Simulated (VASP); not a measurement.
The system is Be3Se2O.

```
Be Se O
1.0
     5.07805   -2.87196    0.00000
     5.07805    2.87196    0.00000
     0.00000    0.00000    5.44496
Be Se O
6 4 2
Direct
  0.83864 0.42921 0.41356
  0.57079 0.16137 0.41356
  0.10951 0.89049 0.32768
  0.42921 0.83864 0.91356
  0.16137 0.57079 0.91356
  0.89049 0.10951 0.82768
  0.83503 0.48402 0.00722
  0.48402 0.83503 0.50723
  0.16497 0.51598 0.50723
  0.51598 0.16497 0.00722
  0.85344 0.14656 0.49999
  0.14656 0.85344 0.99999
```

The cell was built by a generator and needn't be a form met in nature.

Base run:

```yaml
Program: VASP 6.6.1
Functional: PBEsol
Potentials_or_basis: VASP PAW PBE potentials, release 64 (Be, Se, O)
Cutoff: 520 eV
k_mesh: 6 × 6 × 6
Occupations: gaussian, width 0.03 eV
Spin: no spin polarisation
```

Its results: band gap on the k mesh 2.89 eV, indirect (least direct gap 3.17 eV); pressure -2.6 GPa; largest force 0.055 eV/Å.

Problem. The run is repeated on the same cell with these changes: functional from PBEsol to PBE. What comes out?

Solution. Band gap on the k mesh 3.00 eV, indirect (least direct gap 3.28 eV); pressure 0.0 GPa; largest force 0.005 eV/Å.

PBE binds less tightly than PBEsol, so the same cell stands under more pressure.

Caveats: the PAW data sets were made with another functional, which shifts forces and pressure a little (some runs).

Not every run made on this cell is shown here.
